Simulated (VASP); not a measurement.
Here is the system:

```xyz
2
Lattice="4.7172 0.0000 0.0000 0.0000 4.7172 0.0000 0.0000 0.0000 4.7172" Properties=species:S:1:pos:R:3 pbc="T T T"
Cs     0.0000     0.0000     0.0000
I      2.3586     2.3586     2.3586
```

These are HSEsol screened hybrid, VASP's PBE PAW potentials (set 64) (plane waves; VASP) values and carry that method's errors. Run with 520 eV cut-off, 4×4×4 Γ-centred mesh, Gaussian smearing of 0.050 eV, potentials Cs_sv I.

**Question.** Give the stress tensor in GPa (positive for a compressed cell).

**Answer.** 
```
-1.18   0.00   0.00
 0.00  -1.18   0.00
 0.00   0.00  -1.18
```
The pressure is its mean diagonal, -1.18 GPa.

The compound is CsI in the CsCl type structure. This cell is one point of a volume scan, at 1.03 of the reference volume. The cell's shape comes from a PBE relaxation.
